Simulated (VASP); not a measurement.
An input for Ansatz (written as the equivalent of a VASP run, and not itself run):

Ansatz 0.2 input:
```yaml
crystal:
  lattice:
    - [2.4553365, 0.0000000, 0.0000000]
    - [-1.2276682, 2.1263840, 0.0000000]
    - [0.0000000, 0.0000000, 3.9603964]
  atoms:
    - { symbol: Co, position: [0.6666670, 0.3333330, 0.7500000], spin: 1.6 }
    - { symbol: Co, position: [0.3333330, 0.6666670, 0.2500000], spin: 1.6 }
kpoints:
  mp_grid: { grid: [15, 15, 8] }
hamiltonian:
  xc: pbesol
  pseudopotentials: { kind: paw }
magnetization: { spin_polarized: true }
scf:
  occupations: { method: methfessel_paxton, width: 0.1 }
  max_iter: 100
relax:
  max_steps: 60
  f_tol: 0.01
  cell: {}
output: { forces: true, stress: true, eigenvalues: true }
```

Task: Write the VASP files for the same calculation (PBEsol).

Result: Several could match; the one computed here: 
### KPOINTS
```
Regular mesh
0
Gamma
  15 15 8
0 0 0
```

### INCAR
```
# general
SYSTEM  = Co
PREC    = Accurate
ENCUT   = 480   # plane-wave cut-off (eV)
LREAL   = .False.   # projection in real space or not
LASPH   = .True.   # aspherical one-centre terms

# electronic loop
EDIFF   = 1E-6
NELM    = 100   # most electronic steps
ALGO    = Normal   # blocked Davidson
LMAXMIX = 4   # l cut-off of mixed one-centre charges

# smearing
ISMEAR  = 1   # Methfessel-Paxton
SIGMA   = 0.1

# functional
GGA     = PS   # PBEsol

# spin
ISPIN   = 2   # spin-polarised
MAGMOM  = 2*1.6

# ions
IBRION  = 2   # conjugate gradients
NSW     = 60
ISIF    = 3   # ions, shape and volume
EDIFFG  = -0.01   # ionic stop

# output
LWAVE   = .False.
LCHARG  = .False.
LORBIT  = 10
```

**POSCAR**
```
Co
1.0
  2.4553364563   0.0000000000   0.0000000000
 -1.2276682281   2.1263839670   0.0000000000
  0.0000000000   0.0000000000   3.9603963922
Co
2
Cart
  1.2276694558   0.7087939469   2.9702972941
 -0.0000012276   1.4175900201   0.9900990980
```

POTCAR, in this order: Co (PBE.64 set). Program: vasp_std.

What does not carry over: each code has its own PAW files, so the cut-off isn't converted (ENCUT is set for VASP's; basis.ecutwfc is left out, and Ansatz then takes the one that its files recommend); Ansatz stops its SCF on the density residual and VASP on the energy change (EDIFF).

The compound is Co in the hcp structure. It was relaxed first, which changed the volume by -7 %. The start is the result of an earlier pass.
